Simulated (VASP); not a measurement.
A VASP calculation is set up with these files.

**KPOINTS**
```
Automatic mesh
0
Gamma
9 9 5
0 0 0
```

POSCAR:
```
Sc
1
    1.6881000000    -2.9238750000     0.0000000000
    1.6881000000     2.9238750000     0.0000000000
    0.0000000000     0.0000000000     5.3754000000
Sc
2
Direct
  0.3333330000   0.6666670000   0.2500000000
  0.6666670000   0.3333330000   0.7500000000
```

**INCAR**
```
SYSTEM = Sc
PREC = Accurate
ENCUT = 400
EDIFF = 1E-6
NELM = 100
ALGO = Normal
LREAL = .FALSE.
LASPH = .TRUE.
ISMEAR = 1
SIGMA = 0.1
GGA = PE
LMAXMIX = 4
LWAVE = .FALSE.
LCHARG = .FALSE.
ISIF = 2
ICHARG = 11
```

POTCAR, in this order: Sc_sv (PBE.64 set). Program: vasp_std.

What happens when VASP runs on this input?

There is a fault: ICHARG = 11 asks for a fixed density, but there is no CHGCAR. VASP stops with an error: ERROR: charge density could not be read from file CHGCAR for ICHARG>10 ----> I REFUSE TO CONTINUE WITH THIS SICK JOB ... BYE!!! <----

### standard output
```
 POSCAR found type information on POSCAR Sc
 POSCAR found :  1 types and       2 ions
 Reading from existing POTCAR
 Reading from existing POTCAR
 LDA part: xc-table for (Slater+PW92), standard interpolation
 WARNING: stress and forces are not correct
 POSCAR, INCAR and KPOINTS ok, starting setup
 WAVECAR not read
 WARNING: CHGCAR is incomplete

 -----------------------------------------------------------------------------
|                                                                             |
|     EEEEEEE  RRRRRR   RRRRRR   OOOOOOO  RRRRRR      ###     ###     ###     |
|     E        R     R  R     R  O     O  R     R     ###     ###     ###     |
|     E        R     R  R     R  O     O  R     R     ###     ###     ###     |
|     EEEEE    RRRRRR   RRRRRR   O     O  RRRRRR       #       #       #      |
|     E        R   R    R   R    O     O  R   R                               |
|     E        R    R   R    R   O     O  R    R      ###     ###     ###     |
|     EEEEEEE  R     R  R     R  OOOOOOO  R     R     ###     ###     ###     |
|                                                                             |
|     ICHARG>10                                                               |
|                                                                             |
|       ---->  I REFUSE TO CONTINUE WITH THIS SICK JOB ... BYE!!! <----       |
|                                                                             |
 -----------------------------------------------------------------------------
```

To mend it, run self-consistently first and keep its CHGCAR, or remove ICHARG. The plain static run on this cell (PBE GGA, plane waves, VASP's PBE PAW potentials (set 64)) converges, and its OSZICAR ends with
```
   1 F= -.12451141E+02 E0= -.12450463E+02  d E =-.203451E-02
```

The compound is Sc in the hcp structure. The cell was not relaxed at this level.
